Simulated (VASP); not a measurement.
All values below come from revPBE GGA, VASP's PBE PAW potentials (set 64) (plane waves; VASP). For the first row: Settings: 520 eV cut-off, 7×7×7 Γ-centred mesh, Gaussian smearing of 0.050 eV, potentials Ba_sv Te.

| system | energy (eV/atom) |
|---|---|
| BaTe (rock salt) | -4.0750 |
| Ba atom | -0.0433 |
| Te atom | -0.7868 |

Atoms are spin-polarised in a large box without symmetry, with the spin fixed by Hund's rule, and may not be in the lowest state of each functional; no zero-point energy is added.  Spin-orbit coupling is left out, which shifts such energies by up to tenths of an eV for the heavy elements here.

Task: What is the cohesive energy per atom of BaTe?

Result: The references average (1×(-0.0433) + 1×(-0.7868))/2 = -0.4151 eV, so the cohesive energy is -0.4151 − (-4.0750) = 3.660 eV/atom.
